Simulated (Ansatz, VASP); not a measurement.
## Cross-check of ZnS between VASP and Ansatz

Wanted: the spread between two codes on one cell, functional and k mesh. The cell is taken from a series of runs on this material, whose earlier steps may have relaxed, scaled, displaced or heated it; both programs get it as it stands.

Calculated with Ansatz 0.2.0; plane waves, with VASP 6.6.1 beside it; zone-centre phonons at LDA.

## Step 1: The starting structure

It takes space group F-43m (No. 216, cubic). Conventional cell: a = 5.332 Å, b = 5.332 Å, c = 5.332 Å, α = 90.00°, β = 90.00°, γ = 90.00°. S has 4 Zn at 2.31 Å nearest. Nearest to Zn lie 4 S at 2.31 Å. Farther neighbours and most contacts between anions are not listed.

## Step 2: Ansatz: zone-centre phonons, LDA, pair 1

Ansatz runs on its PAW soft_1 files.

Second derivatives magnify differences that forces hide, and they need a tight electronic threshold.

The input, input.yaml:

```yaml
crystal:
  lattice:
    - [0.0, 2.6658970584, 2.6658970584]
    - [2.6658970584, 0.0, 2.6658970584]
    - [2.6658970584, 2.6658970584, 0.0]
  atoms:
    - { symbol: S, position: [0.0, 0.0, 0.0] }
    - { symbol: Zn, position: [0.75, 0.75, 0.75] }
kpoints:
  mp_grid: { grid: [12, 12, 12] }
hamiltonian:
  xc: lda
  pseudopotentials: { kind: paw, azcp: { folder: soft_1 }, xc_functional: pbe }
scf:
  occupations: { method: fixed }
output:
  eigenvalues: true
phonons:
  method: dfpt
  dielectric: true
  rigid_motions: translations
```

Run with:

```
> ansatz run input.yaml --threads 4 --pin off --max-ram 10240MiB --backend cpu --events-out ev --progress --plain --runs-dir out
```

Numbers of over 12 decimals in the logs are rounded to 6 here.

The log of the run:

```text
Engine: ansatz 0.2.0, x86_64-unknown-linux-gnu
Pseudopotentials: kind: paw
Pseudopotential: S, paw, valence charge 6, recommended cutoff 420 eV (normal), soft_1/S.paw.azcp
Pseudopotential: Zn, paw, valence charge 12, recommended cutoff 420 eV (normal), soft_1/Zn.paw.azcp
Functional definition: SPW92
  exchange = slater_x
  correlation = pw_c
Crystal: 2 atoms, lattice volume = 37.893 Å³
Basis set: ecut = 420 eV, 725 PW (Γ), exchange–correlation on 54×54×54 points (8 copies of the dense FFT grid, shifted against one another)
Bands: 13, of which v1, the nominal top of the filled ones, is band 9 counted from 1 (8 counted from 0)
Symmetry: 24 space group operations
k-points: 280 of 1728 (irreducible under 4 space group operations, time reversal used)
Non-local potential: S, projectors of the file, l = 0: 2, l = 1: 2, l = 2: 1
Non-local potential: Zn, projectors of the file, l = 0: 2, l = 1: 2, l = 2: 3, l = 3: 1
PAW form: soft (Blöchl's): semilocal exchange-correlation on the pseudo side does not see the compensation charge
PAW frozen core: S, regenerated for the run's functional, and the local potential with it (the file was generated under x = pbe(κ = 0.804, μ = 0.219515), c = pbe(β = 0.066725))
PAW frozen core: Zn, regenerated for the run's functional, and the local potential with it (the file was generated under x = pbe(κ = 0.804, μ = 0.219515), c = pbe(β = 0.066725))
PAW one-centre angular grid: S, 110 points (default); XC on 64 Gauss nodes
PAW one-centre angular grid: Zn, 590 points (default); XC on 64 Gauss nodes
Initial density: superposition of atomic densities (chi_scale 0.1, normalization cell, long waves kept (reshape's long-wave potential 0.00 eV rms))
Initial wavefunctions: pseudopotential atomic-orbital guess
Functional: x = slater, c = lda
SCF iter   1: F=—  HF=-4117.541521 eV  |F-HF|=—  |Δ(HF+E_count)|=         —  Δρ=3.82e-2  dr2=3.37e-1  ethr=3.10e-3  ⟨swp⟩=5.1  Hψ=21833  notcnv=0  defer=534
preconditioner: auto → none  [insulator: Δε(μ)=2.283 eV  Ē_g=12.695 eV  n_scr=14 (ndim 8)  ℏωp=25.6 eV  f_vac=0.000  ε∞_Penn≈5.1]
SCF iter   2: F=—  HF=-4117.455285 eV  |F-HF|=—  |Δ(HF+E_count)|=   8.62e-2  Δρ=1.45e-2  dr2=4.14e-2  ethr=1.87e-3  ⟨swp⟩=2.0  Hψ=8588  notcnv=0  defer=540
SCF iter   3: F=—  HF=-4117.443512 eV  |F-HF|=—  |Δ(HF+E_count)|=   1.18e-2  Δρ=9.67e-3  dr2=1.73e-2  ethr=2.30e-4  ⟨swp⟩=2.0  Hψ=6452  notcnv=0  defer=548
SCF iter   4: F=—  HF=-4117.438894 eV  |F-HF|=—  |Δ(HF+E_count)|=   4.62e-3  Δρ=2.25e-3  dr2=1.28e-3  ethr=9.62e-5  ⟨swp⟩=2.0  Hψ=8687  notcnv=0  defer=552
SCF iter   5: F=—  HF=-4117.438738 eV  |F-HF|=—  |Δ(HF+E_count)|=   1.57e-4  Δρ=6.19e-4  dr2=8.22e-5  ethr=7.14e-6  ⟨swp⟩=2.2  Hψ=6133  notcnv=0  defer=552
SCF iter   6: F=—  HF=-4117.438752 eV  |F-HF|=—  |Δ(HF+E_count)|=   1.44e-5  Δρ=1.15e-4  dr2=2.21e-6  ethr=4.57e-7  ⟨swp⟩=2.4  Hψ=6165  notcnv=0  defer=2
SCF iter   7: F=—  HF=-4117.438752 eV  |F-HF|=—  |Δ(HF+E_count)|=   1.37e-7  Δρ=1.63e-5  dr2=4.88e-8  ethr=1.23e-8  ⟨swp⟩=2.0  Hψ=5458  notcnv=0
SCF iter   8: F=—  HF=-4117.438752 eV  |F-HF|=—  |Δ(HF+E_count)|=   2.37e-8  Δρ=9.23e-7  dr2=1.79e-10  ethr=2.71e-10  ⟨swp⟩=2.0  Hψ=5895  notcnv=0
SCF iter   9: F=-4117.438752 eV  HF=-4117.438752 eV  |F-HF|=3.64e-11  |Δ(HF+E_count)|=  1.34e-10  Δρ=2.64e-7  dr2=1.14e-11  ethr=1.00e-12  ⟨swp⟩=9.0  Hψ=26617  notcnv=0
SCF 1 converged in 9 iterations: F = -4117.438752 eV  dr2 = 1.14e-11
  greatest PAW one-centre occupation: 0.983 electrons in one spin orbital (limit 2), on the Zn atom at site 1 (counted from 0), in its partial waves of l = 2
NSCF: frozen V_eff on 1 k-points
DFPT response loops at Γ: preconditioner auto → none (the input reference at scf.mixing.eps_inf says where Resta's filter doesn't serve); β = 0.50; Broyden in place of MSR1
── the response to a field inside a basis, on 12×12×12 k-points: an SCF that follows is theirs, and a resumed run solves both again ──
Bands: 10, of which v1, the nominal top of the filled ones, is band 9 counted from 1 (8 counted from 0)
k-points: 182 of 1728 (irreducible under 6 space group operations, time reversal used)
Initial density: handed on by an earlier stage of this run
Initial wavefunctions: pseudopotential atomic-orbital guess (no wavefunctions were taken with the density)
Eigensolver: Dense (182 Hₖ)
SCF iter   1: F=—  HF=-4117.439060 eV  |F-HF|=—  |Δ(HF+E_count)|=         —  Δρ=2.38e-4  dr2=4.96e-6  ethr=1.00e-1
preconditioner: auto → none  [insulator: Δε(μ)=2.204 eV  Ē_g=9.991 eV  n_scr=14 (ndim 8)  ℏωp=25.6 eV  f_vac=0.015  ε∞_Penn≈7.6]
SCF iter   2: F=—  HF=-4117.439060 eV  |F-HF|=—  |Δ(HF+E_count)|=   4.41e-7  Δρ=2.12e-4  dr2=6.61e-6  ethr=2.75e-8
SCF iter   3: F=—  HF=-4117.439063 eV  |F-HF|=—  |Δ(HF+E_count)|=   3.09e-6  Δρ=1.73e-4  dr2=6.64e-6  ethr=2.75e-8
SCF iter   4: F=-4117.439060 eV  HF=-4117.439060 eV  |F-HF|=2.39e-9  |Δ(HF+E_count)|=   3.26e-6  Δρ=7.04e-6  dr2=7.81e-9  ethr=2.75e-8
SCF 1 converged in 4 iterations: F = -4117.439060 eV  dr2 = 7.81e-9
DFPT response loops at Γ: mixed as the last ones told, above
SCF converged after 9 iterations
Free energy (F): -4117.438752 eV
Harris-Foulkes:  -4117.438752 eV  (|F-HF|=3.64e-11)
Internal energy: -4117.438752 eV  (E = F + TS)
E sigma→0 (E₀):  -4117.438752 eV
Fermi energy:    6.026052 eV
--- Per-component energies (eV) ---
  E_band       = 4.967077
  E_kinetic    = 255.155415
  E_local      = -2245.985168  (includes V_loc(G=0)·N_el)
  E_nonlocal   = 857.523971
  E_hartree    = 852.993581
  E_xc         = -166.526445
  E_vxc        = -135.321059  (∫ρ·V_xc dr)
  E_paw        = -2401.956997  (= ΣΔE_a)
  E_vpaw       = -432.392812  (= ΣTr[D̂ρ^β])
  E_aug_tail   = -0.000252  (compensation charges beyond the density's cutoff)
  E_ewald      = -1270.353197
  E_core_change = 1.710341  (= ΣΔE_core)
  E_smearing   = -0.000000  (= −TS)
  E_closure    = -0.000000  (closes the sum)
  Σ components = -4117.438752   (vs F -4117.438752, Δ=0.00e0)
--- Band table (eV; the first three rows and the last of 280) ---
  k-point 0: bands = [... 5 lower, -0.0980, 6.0261, 6.0261, 6.0261, 8.0568, 12.2137, 12.2137, 12.2137]
  k-point 1: bands = [... 5 lower, -0.0992, 5.3932, 5.9505, 5.9505, 8.5480, 12.1429, 12.3424, 12.3424]
  k-point 2: bands = [... 5 lower, -0.1004, 4.2343, 5.7568, 5.7568, 9.1842, 12.2294, 12.6372, 12.6372]
  k-point 279: bands = [... 5 lower, 0.3545, 1.1472, 3.0202, 3.0946, 11.5362, 12.0891, 13.7682, 13.9976]
--- Phonons (Γ-DFPT): 2 representative perturbations + reference, on 280 of 1728 k-points (Σ response iterations 6) ---
  k mesh reduced under 4 symmetry operations, with k and −k counted as one. Each operation leaves every solved perturbation unchanged. A smaller set is not considered because the run solves the response to a homogeneous field
  ASR residual: 2.134e-4 → 0.000e0 eV/Å²; symmetrization residual: 4.353e-6 eV/Å²
  ASR residual per site (eV/Å²): 1.58e-5 2.13e-4
  Γ frequencies (cm⁻¹): 0.00 0.00 0.00 280.85 280.85 280.85
  ε∞ (high-frequency dielectric tensor):
        6.184527    -0.000000     0.000000
       -0.000000     6.184527     0.000000
        0.000000     0.000000     6.184527
  ε⁰ (static dielectric tensor: ions relaxed, cell fixed):
        9.023322    -0.000000    -0.000000
       -0.000000     9.023322     0.000000
       -0.000000     0.000000     9.023322
  ε⁰ − ε∞ (ionic part):
        2.838795    -0.000000    -0.000000
       -0.000000     2.838795     0.000000
       -0.000000     0.000000     2.838795
  softest optical mode at Γ: 280.85 cm⁻¹; the repairs (sum rule, projections) moved no ω² at Γ by more than (1.05 cm⁻¹)²
  Born effective charges Z* (e; rows j = field, columns β = displacement):
    site 0:
        -1.92596    0.00000    0.00000
        -0.00000   -1.92596   -0.00000
         0.00000   -0.00000   -1.92596
    site 1:
         1.92596   -0.00000   -0.00000
         0.00000    1.92596    0.00000
        -0.00000    0.00000    1.92596
  Z* charge neutrality: 2.108e-4 e pre-enforcement
  solved inside a basis spanned on kpoints, on 12×12×12 k-points, its susceptibility summed on 16×16×16: ε∞ is read to err by 1.6e-2, Z* by 1.3e-2 e (field_mesh: kpoints solves on kpoints); Z* is corrected for what the basis lacks
  optical modes at Γ without the LO–TO term, one row a degenerate level:
      ω (cm⁻¹)  modes    IR ((D/Å)²/amu)
        280.85      3            11.9346
  optical modes at Γ + LO–TO along q̂ = [1.0000, 0.0000, 0.0000]:
      ω (cm⁻¹)  modes    IR ((D/Å)²/amu)
        280.85      2             7.9564
        339.24      1             3.9782
  optical modes at Γ + LO–TO along q̂ = [0.0000, 1.0000, 0.0000]:
      ω (cm⁻¹)  modes    IR ((D/Å)²/amu)
        280.85      2             7.9564
        339.24      1             3.9782
  optical modes at Γ + LO–TO along q̂ = [0.0000, 0.0000, 1.0000]:
      ω (cm⁻¹)  modes    IR ((D/Å)²/amu)
        280.85      2             7.9564
        339.24      1             3.9782
```

In the SCF lines HF is the Harris–Foulkes energy and dr2 the Hartree energy of the density residual, in eV; the loop may stop once dr2 is under the threshold and the program's other checks hold. Hψ counts applications of the Hamiltonian.

(Part 1 of 3 ends here.)

[Lines on the potential files, build, host, timing and source positions are cut from VASP's logs without a mark.]

[Logs are printed without paths, hosts, clocks, repeated set-up lines and the standing remarks that a program may print on its own settings, such as how far it seeks lower states.]

[Hosts, paths, dates, database ids (printed as entryN), source tags and the programs' standing remarks are cut or masked in the printed files.]
